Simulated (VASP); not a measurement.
Here is the system:

```
CELL_PARAMETERS angstrom
      3.93236     2.27034     2.30893
     -3.93235     2.27035     2.30893
     -0.00001    -4.54069     2.30893
ATOMIC_POSITIONS crystal
  Li 0.69977 0.91086 0.40385
  Li 0.30023 0.08914 0.59615
  Li 0.40385 0.69977 0.91086
  Li 0.59615 0.30023 0.08914
  Li 0.91086 0.40385 0.69977
  Li 0.08914 0.59615 0.30023
  Te 0.00000 0.00000 0.00000
  O  0.77779 0.67759 0.06451
  O  0.22221 0.32241 0.93549
  O  0.06451 0.77779 0.67759
  O  0.93549 0.22221 0.32241
  O  0.67759 0.06451 0.77779
  O  0.32241 0.93549 0.22221
```

Level of theory: r2SCAN meta-GGA, VASP's PBE PAW potentials (set 64) (plane waves; VASP 6.6.1). Settings: LREAL = Auto, 520 eV cut-off, 5×5×5 Γ-centred mesh, tetrahedra with Blöchl corrections, potentials Li_sv Te O.

Unless said otherwise, spin-orbit coupling is left out, though it shifts the bands of the heavy elements here.

Give the energies of bands 19 to 32 at the high-symmetry points, in eV from the valence-band maximum.

| band | Γ | L | T | P0 | F |
|---|---|---|---|---|---|
| 19 | -2.43 | -2.22 | -2.62 | -2.56 | -2.27 |
| 20 | -1.87 | -1.90 | -1.95 | -1.90 | -2.11 |
| 21 | -1.87 | -1.83 | -1.95 | -1.90 | -1.57 |
| 22 | -1.62 | -1.77 | -1.81 | -1.86 | -1.52 |
| 23 | -1.62 | -1.37 | -1.74 | -1.29 | -1.47 |
| 24 | -1.28 | -1.34 | -1.74 | -1.23 | -1.32 |
| 25 | -0.71 | -1.02 | -0.95 | -1.23 | -1.19 |
| 26 | -0.60 | -0.78 | -0.94 | -0.99 | -1.16 |
| 27 | -0.60 | -0.77 | -0.82 | -0.99 | -0.62 |
| 28 | -0.53 | -0.57 | -0.82 | -0.48 | -0.59 |
| 29 | -0.53 | -0.26 | -0.13 | -0.10 | -0.32 |
| 30 | -0.23 | -0.02 | -0.13 | -0.10 | 0.00 |
| 31 | 3.95 | 5.22 | 5.23 | 5.42 | 5.50 |
| 32 | 6.80 | 5.86 | 5.93 | 6.02 | 6.23 |

The gap is indirect, 3.95 eV, from the valence maximum at F to the conduction minimum at Γ.

The structure comes from a computed database's Li6TeO6 entry (R-3); how it stands against other phases isn't given here. It was relaxed first.
